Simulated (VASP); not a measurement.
These are PBE GGA, VASP's PBE PAW potentials (set 64) (plane waves; VASP) values and carry that method's errors.

A VASP calculation is set up with these files.

**KPOINTS**
```
Regular mesh
0
G
  7 7 7
```

**INCAR**
```
ALGO = Normal
EDIFF = 1E-6
EDIFFG = -0.01
ENCUT = 400
GGA = PE
IBRION = 2
ISIF = 3
ISMEAR = 0
LASPH = .TRUE.
LCHARG = .FALSE.
LMAXMIX = 4
LREAL = .FALSE.
LWAVE = .FALSE.
NELM = 100
NSW = 60
PREC = Accurate
SIGMA = 0.05
SYSTEM = PbTe
```

File POSCAR:
```
PbTe
1.0
  0.0000000000   3.2300000000   3.2300000000
  3.2300000000   0.0000000000   3.2300000000
  3.2300000000   3.2300000000   0.0000000000
Te Pb
1 1
Cart
  3.2300000000   3.2300000000   3.2300000000
  0.0000000000   0.0000000000   0.0000000000
```

POTCAR, in this order: Te Pb_d (PBE.64 set). Program: vasp_std.

What VASP printed:

OUTCAR:
```
 ion  position               nearest neighbor table
   1  0.500  0.500  0.500-   2 3.23   2 3.23   2 3.23   2 3.23   2 3.23   2 3.23
   2  0.000  0.000  0.000-   1 3.23   1 3.23   1 3.23   1 3.23   1 3.23   1 3.23
  LATTYP: Found a face centered cubic cell.
 ALAT       =     6.4600000000
 Subroutine PRICEL returns:
 Original cell was already a primitive cell.
 Subroutine GETGRP returns: Found 48 space group operations
The static configuration has the point symmetry O_h .
The dynamic configuration has the point symmetry O_h .
 Subroutine INISYM returns: Found 48 space group operations
 Subroutine IBZKPT returns following result:
 Found     20 irreducible k-points:

 Following reciprocal coordinates:
            Coordinates               Weight
  0.000000  0.000000  0.000000      1.000000
  0.142857  0.000000  0.000000      8.000000
  0.285714  0.000000  0.000000      8.000000
  0.428571  0.000000  0.000000      8.000000
  0.142857  0.142857  0.000000      6.000000
  0.285714  0.142857  0.000000     24.000000
  0.428571  0.142857  0.000000     24.000000
 -0.428571  0.142857  0.000000     24.000000
 -0.285714  0.142857  0.000000     24.000000
 -0.142857  0.142857  0.000000     12.000000
  0.285714  0.285714  0.000000      6.000000
  0.428571  0.285714  0.000000     24.000000
 -0.428571  0.285714  0.000000     24.000000
 -0.285714  0.285714  0.000000     12.000000
  0.428571  0.428571  0.000000      6.000000
 -0.428571  0.428571  0.000000     12.000000
  0.428571  0.285714  0.142857     24.000000
 -0.428571  0.285714  0.142857     48.000000
 -0.428571  0.428571  0.142857     24.000000
 -0.285714  0.428571  0.142857     24.000000
   k-points           NKPTS =     20   k-points in BZ     NKDIM =     20   number of bands    NBANDS=     14
   number of dos      NEDOS =    301   number of ions     NIONS =      2
   total plane-waves  NPLWV =  27000
   dimension x,y,z NGX =    30 NGY =   30 NGZ =   30
   dimension x,y,z NGXF=    60 NGYF=   60 NGZF=   60
   ions per type =               1   1
   PREC   = accura    normal or accurate (medium, high low for compatibility)
   ISTART =      0    job   : 0-new  1-cont  2-samecut
   ICHARG =      2    charge: 1-file 2-atom 10-const
   ISPIN  =      1    spin polarized calculation?
   LNONCOLLINEAR =      F non collinear calculations
   LSORBIT =      F    spin-orbit coupling
   INIWAV =      1    electr: 0-lowe 1-rand  2-diag
   ENCUT  =  400.0 eV  29.40 Ry    5.42 a.u.   7.45  7.45  7.45*2*pi/ulx,y,z
   NELM   =    100;   NELMIN=  2; NELMDL= -5     # of ELM steps
   EDIFF  = 0.1E-05   stopping-criterion for ELM
   LREAL  =      F    real-space projection
   NLSPLINE    = F    spline interpolate recip. space projectors
   LMAXMIX     =    4 max onsite mixed and CHGCAR
   VOSKOWN=      0    Vosko Wilk Nusair interpolation
   EDIFFG = -.1E-01   stopping-criterion for IOM
   NSW    =     60    number of steps for IOM
   NBLOCK =      1;   KBLOCK =     60    inner block; outer block
   IBRION =      2    ionic relax: 0-MD 1-quasi-New 2-CG
   NFREE  =      1    steps in history (QN), initial steepest desc. (CG)
   ISIF   =      3    stress and relaxation
   ISYM   =      2    0-nonsym 1-usesym 2-fastsym
   TEIN   =    0.0    initial temperature
   TEBEG  =    0.0;   TEEND  =   0.0 temperature during run
   SMASS  =  -3.00    Nose mass-parameter (am)
   PSTRESS=    0.0 pullay stress
   NELECT =      20.0000    total number of electrons
   EFERMI =   0.00;   METHOD = LEGACY
   ISMEAR =     0;   SIGMA  =   0.05  broadening in eV -4-tet -1-fermi 0-gaus
   IALGO  =     38    algorithm
   LDIAG  =      T    sub-space diagonalisation (order eigenvalues)
   IMIX   =      4    mixing-type and parameters
     AMIX     =   0.40;   BMIX     =  1.00
     AMIX_MAG =   1.60;   BMIX_MAG =  1.00
...
```

File OSZICAR:
```
       N       E                     dE             d eps       ncg     rms          rms(c)
DAV:   1     0.138551106752E+03    0.13855E+03   -0.81564E+03   560   0.113E+03
DAV:   2     0.195708633347E+01   -0.13659E+03   -0.13381E+03   596   0.304E+02
DAV:   3    -0.740326560804E+01   -0.93604E+01   -0.93314E+01   746   0.895E+01
DAV:   4    -0.761486931409E+01   -0.21160E+00   -0.21155E+00   652   0.167E+01
DAV:   5    -0.762193715607E+01   -0.70678E-02   -0.70678E-02   750   0.255E+00    0.335E+00
DAV:   6    -0.750315079366E+01    0.11879E+00   -0.28441E-01   750   0.432E+00    0.209E+00
DAV:   7    -0.750000220215E+01    0.31486E-02   -0.86859E-02   664   0.168E+00    0.924E-01
DAV:   8    -0.750175662828E+01   -0.17544E-02   -0.98037E-03   626   0.117E+00    0.148E-01
DAV:   9    -0.750171646691E+01    0.40161E-04   -0.11324E-03   844   0.406E-01    0.607E-02
DAV:  10    -0.750175318966E+01   -0.36723E-04   -0.12687E-04   578   0.959E-02    0.205E-02
DAV:  11    -0.750176063600E+01   -0.74463E-05   -0.38839E-05   680   0.579E-02    0.156E-02
DAV:  12    -0.750176058102E+01    0.54974E-07   -0.21866E-06   674   0.120E-02
   1 F= -.75017606E+01 E0= -.75017606E+01  d E =-.750176E+01
       N       E                     dE             d eps       ncg     rms          rms(c)
DAV:   1    -0.821291521170E+01   -0.71115E+00   -0.23934E+01   680   0.930E+01    0.436E+00
DAV:   2    -0.763309318207E+01    0.57982E+00   -0.11633E+00   686   0.192E+01    0.168E+00
DAV:   3    -0.752043634549E+01    0.11266E+00   -0.49316E-01   686   0.116E+01    0.368E-01
DAV:   4    -0.752065749222E+01   -0.22115E-03   -0.76602E-03   566   0.962E-01    0.268E-01
DAV:   5    -0.752057096900E+01    0.86523E-04   -0.18757E-03   610   0.412E-01    0.805E-02
DAV:   6    -0.752053665868E+01    0.34310E-04   -0.20630E-04   734   0.243E-01    0.222E-02
DAV:   7    -0.752054408345E+01   -0.74248E-05   -0.90988E-06   560   0.227E-02    0.407E-03
DAV:   8    -0.752054540254E+01   -0.13191E-05   -0.20165E-06   418   0.244E-02    0.284E-03
DAV:   9    -0.752054479477E+01    0.60777E-06   -0.21820E-07   292   0.388E-03
   2 F= -.75205448E+01 E0= -.75205448E+01  d E =-.187842E-01
       N       E                     dE             d eps       ncg     rms          rms(c)
DAV:   1    -0.756415632735E+01   -0.43611E-01   -0.13181E+00   680   0.200E+01    0.108E+00
DAV:   2    -0.752862214816E+01    0.35534E-01   -0.72440E-02   686   0.487E+00    0.402E-01
DAV:   3    -0.752246653344E+01    0.61556E-02   -0.26620E-02   686   0.270E+00    0.807E-02
DAV:   4    -0.752251273600E+01   -0.46203E-04   -0.41548E-04   560   0.200E-01    0.609E-02
DAV:   5    -0.752254408284E+01   -0.31347E-04   -0.11304E-04   604   0.993E-02    0.151E-02
DAV:   6    -0.752254350661E+01    0.57622E-06   -0.93565E-06   728   0.521E-02
   3 F= -.75225435E+01 E0= -.75225435E+01  d E =-.207829E-01
```

OUTCAR:
```
------------------------ aborting loop because EDIFF is reached ----------------------------------------
  FORCE on cell =-STRESS in cart. coord.  units (eV):
  Direction    XX          YY          ZZ          XY          YZ          ZX
  --------------------------------------------------------------------------------------
  Total       -0.0006863     -0.0006863     -0.0006863      0.0000000     -0.0000000      0.0000000
  in kB       -0.0155540     -0.0155540     -0.0155540      0.0000000     -0.0000000      0.0000000
  external PRESSURE =      -0.0155540 kB  Pullay stress =       0.0000000 kB
  volume of cell :       70.70
      direct lattice vectors                 reciprocal lattice vectors
    -0.000000000  3.281867060  3.281867060    -0.152352302  0.152352302  0.152352302
     3.281867060  0.000000000  3.281867060     0.152352302 -0.152352302  0.152352302
     3.281867060  3.281867060  0.000000000     0.152352302  0.152352302 -0.152352302
  FREE ENERGIE OF THE ION-ELECTRON SYSTEM (eV)
  ---------------------------------------------------
  free  energy   TOTEN  =        -7.5225435066 eV

  energy  without entropy=       -7.5225435066  energy(sigma->0) =       -7.52254351

 reached required accuracy - stopping structural energy minimisation
```
(Selected blocks of OUTCAR.)

CONTCAR:
```
PbTe
   1.00000000000000
    -0.0000000000000000    3.2818670600656707    3.2818670600656707
     3.2818670600656707    0.0000000000000000    3.2818670600656707
     3.2818670600656707    3.2818670600656707    0.0000000000000000
  Te              Pb
     1     1
Direct
     0.5000000000000000    0.5000000000000000    0.5000000000000000
     0.0000000000000000    0.0000000000000000    0.0000000000000000
```

Energy and stress use the plane-wave basis of the starting cell.

The compound is PbTe in the rock salt structure. This run relaxes it. Symmetry was kept, so distortions that lower it aren't found.
